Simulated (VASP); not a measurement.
Calculation: PBEsol GGA, VASP's PBE PAW potentials (set 64) (plane waves; VASP).

VASP input:

INCAR:
```
EDIFFG = -0.02   ! ionic stop
LWAVE = .False.
PSTRESS = 50
ENCUT = 500   ! plane-wave cut-off (eV)
ISMEAR = 0   ! Gaussian
GGA = PS   ! PBEsol
LCHARG = .False.
SYSTEM = MgS
LREAL = .False.   ! projection in real space or not
EDIFF = 1E-6   ! SCF stop (eV)
IBRION = 2   ! conjugate gradients
SIGMA = 0.05
LASPH = .True.
NSW = 40
NELM = 100   ! most electronic steps
ALGO = Normal   ! blocked Davidson
ISIF = 3
PREC = Accurate
```

File KPOINTS:
```
Automatic mesh
0
Gamma
6 6 4
0 0 0
```

**POSCAR**
```
MgS
1
    4.0225140378     0.0000000000     0.0000000000
   -2.0112570189     3.4835994124     0.0000000000
    0.0000000000     0.0000000000     6.4342294222
Mg S
2 2
Direct
  0.3333330000   0.6666670000   0.9969486712
  0.6666670000   0.3333330000   0.4969486712
  0.3333330000   0.6666670000   0.3780513288
  0.6666670000   0.3333330000   0.8780513288
```

POTCAR, in this order: Mg S (PBE.64 set). Program: vasp_std.

**Question.** What will the output report for the number of irreducible k-points (NKPTS), largest plane-wave count, number of space-group operations, FFT grid (NGX, NGY, NGZ)?

**Answer.** 
```
Item                                           Value
--------------------------------------  ------------
number of irreducible k-points (NKPTS)            21
largest plane-wave count                        2321
number of space-group operations                  12
FFT grid (NGX, NGY, NGZ)                30 × 30 × 48
```

The structure was generated: MgS was put into the wurtzite type (P6_3mc), which need not be its known phase. This run relaxes it under an external pressure of 5 GPa. Symmetry was kept, so distortions that lower it aren't found.
